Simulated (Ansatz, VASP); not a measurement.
# NbCl in VASP and in Ansatz

```
Nb Cl
1.0
     3.17746    0.00000    0.00000
     0.00000    3.00753    0.00000
     0.00000    0.00000    9.39039
Nb Cl
2 2
Direct
  0.75000 0.00000 0.61778
  0.25000 0.00000 0.38222
  0.75000 0.50000 0.21789
  0.25000 0.50000 0.78211
```

Alike in both runs: functional PBE; k mesh 4 × 6 × 4; occupations gaussian, width 0.1 eV; no spin polarisation.

Ansatz relaxed the structure, and its values are those at the end. VASP's run is a single point on that final structure, the one shown.

```csv
,VASP,Ansatz
version,VASP 6.6.1,Ansatz 0.2.0
potentials or method,"VASP PAW PBE potentials, release 64 (Nb_sv, Cl)","scalar-relativistic, plane waves, PAW"
plane-wave cutoff (eV),520,420
valence electrons in the cell,40,40
```

Ansatz gave:

- gap on the k mesh at the Fermi level (eV): none
- pressure (GPa): 0.0
- rms of the force components (eV/Å): 0.001

Question: Which values does VASP return?

Answer: gap on the k mesh at the Fermi level (eV): none; pressure (GPa): -0.1; rms of the force components (eV/Å): 0.003.

A gap of «none» marks a metal or a gap that the smearing closes. The functional is the same, so the differences come from potentials, cutoffs and numerics.

Caveats: the k mesh is coarse (spacing up to 0.49 Å⁻¹), so the values aren't converged; this functional lacks dispersion, which binds the layers, so the pressure and a relaxed spacing across them are unreliable.
